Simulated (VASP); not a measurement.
Input:

```xyz
3
Lattice="2.7870 0.0000 0.0000 -1.3935 2.4136 0.0000 0.0000 0.0000 18.8415" Properties=species:S:1:pos:R:3 pbc="T T T"
N      0.0000     0.0000     9.4207
Mo     0.0000     1.6091    10.7817
Mo     1.3935     0.8045     8.0598
```

All values below come from PBEsol GGA, VASP's PBE PAW potentials (set 64) (plane waves; VASP). Numerical set-up: 520 eV cut-off, Gaussian smearing of 0.050 eV, potentials N Mo_sv.

The cell holds a wide vacuum, so values per volume refer to the whole cell.

Problem. Give the energies of bands 11 to 19 at the high-symmetry points, in eV from the Fermi level.

Solution. 
```
band      Γ      M      K
----  -----  -----  -----
11    -5.16  -7.45  -7.67
12    -5.16  -5.70  -6.84
13    -4.12  -4.79  -1.77
14    -1.32  -1.84  -1.66
15    -1.32  -0.72  -1.66
16    -1.11   0.32  -1.33
17    -0.96   0.97   0.83
18    -0.32   1.00   0.83
19     0.44   2.15   1.79
```

It has no gap at this level: it comes out as a metal or semimetal.

The cell is a sheet with vacuum, built from a generated structure.
